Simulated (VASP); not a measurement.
Given:

```yaml
crystal:
  lattice:
    - [0.00000, 1.95513, 1.95513]
    - [1.95513, 0.00000, 1.95513]
    - [1.95513, 1.95513, 0.00000]
  atoms:
    - { symbol: Ir, position: [0.00000, 0.00000, 0.00000] }
```

Calculation: PBE GGA, VASP's PBE PAW potentials (set 64) (plane waves; VASP 6.6.1). Settings: 520 eV cut-off, 16×16×16 Γ-centred mesh, first-order Methfessel-Paxton smearing of 0.10 eV, potentials Ir.

Task: Give the stress tensor in GPa (positive for a compressed cell).

Result: 
```
-9.24   0.00   0.00
 0.00  -9.24   0.00
 0.00   0.00  -9.24
```
The pressure is its mean diagonal, -9.24 GPa.

The compound is Ir in the fcc structure. This cell is one point of a volume scan, at 1.03 of the reference volume.
